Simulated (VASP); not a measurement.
Input:

```
CELL_PARAMETERS angstrom
      2.06134    -3.57035     0.00000
      2.06134     3.57035     0.00000
      0.00000     0.00000     6.87584
ATOMIC_POSITIONS crystal
  Mg 0.00000 0.00000 0.00000
  I  0.33333 0.66667 0.24357
  I  0.66667 0.33333 0.75643
```

These are PBE GGA with D3 dispersion (Becke-Johnson damping), VASP's PBE PAW potentials (set 64) (plane waves; VASP) values and carry that method's errors. Numerical set-up: 520 eV cut-off, 7×7×4 Γ-centred mesh, tetrahedra with Blöchl corrections, potentials Mg I.

The cores are frozen, which limits the accuracy of field gradients.

### Question
Give the principal components of the electric field gradient (V/Å²) and the asymmetry η at each nucleus.

### Answer

```json
[
 {"atom": "Mg1", "Vxx": "0.0", "Vyy": "0.0", "Vzz": "0.0", "η": "-"},
 {"atom": "I2", "Vxx": "18.0", "Vyy": "18.0", "Vzz": "-36.0", "η": "0.00"},
 {"atom": "I3", "Vxx": "18.0", "Vyy": "18.0", "Vzz": "-36.0", "η": "0.00"}
]
```

The compound is MgI2 in the 1T layered structure. It was relaxed first.
